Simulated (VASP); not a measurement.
A convergence study with VASP on Re (hcp): a few settings are varied, all else stays as given below, so the limit is that of these other settings. The cell's lengths are 1 % over those of the tabulated start and one atom is moved, so it is off equilibrium.

```xyz
2
Lattice="1.3938 -2.4141 0.0000 1.3938 2.4141 0.0000 0.0000 0.0000 4.5046" Properties=species:S:1:pos:R:3 pbc="T T T"
Re     1.3938     0.8047     1.1261
Re     1.4544    -0.8047     3.3784
```

Calculation: PBEsol GGA, VASP's PBE PAW potentials (set 64) (plane waves; VASP). The last row used: PREC = Normal, LREAL = Auto, 400 eV cut-off, 13×13×7 Γ-centred mesh, first-order Methfessel-Paxton smearing of 0.10 eV, potentials Re.

```tsv
setting	E (eV/atom)	pressure (GPa)	largest force (eV/Å)	plane waves
ENCUT = 300, LREAL = .FALSE., PREC = Normal	-13.3204	-16.64	0.249	373
ENCUT = 400, LREAL = .FALSE., PREC = Normal	-13.3348	-14.87	0.254	568
ENCUT = 500, LREAL = .FALSE., PREC = Normal	-13.3354	-14.90	0.254	782
ENCUT = 600, LREAL = .FALSE., PREC = Normal	-13.3366	-14.80	0.254	1032
ENCUT = 500, LREAL = .FALSE., PREC = Accurate	-13.3354	-14.90	0.254	782
ENCUT = 600, LREAL = .FALSE., PREC = Accurate	-13.3366	-14.80	0.254	1032
ENCUT = 300, LREAL = Auto, PREC = Normal	-13.3204	…	…	373
ENCUT = 400, LREAL = Auto, PREC = Normal	…	…	…	568
```

**Question.** Fill in the missing entries.

**Answer.** 
- ENCUT = 400, LREAL = Auto, PREC = Normal, E (eV/atom): -13.3361
- ENCUT = 400, LREAL = Auto, PREC = Normal, pressure (GPa): -15.13
- ENCUT = 400, LREAL = Auto, PREC = Normal, largest force (eV/Å): 0.253
- ENCUT = 300, LREAL = Auto, PREC = Normal, pressure (GPa): -16.81
- ENCUT = 300, LREAL = Auto, PREC = Normal, largest force (eV/Å): 0.252

Left out are rungs that failed or repeat a setting and relaxations that didn't move; long series are thinned to 24 rows.

The compound is Re in the hcp structure. The cell was not relaxed at this level, it is distorted from the ideal structure.
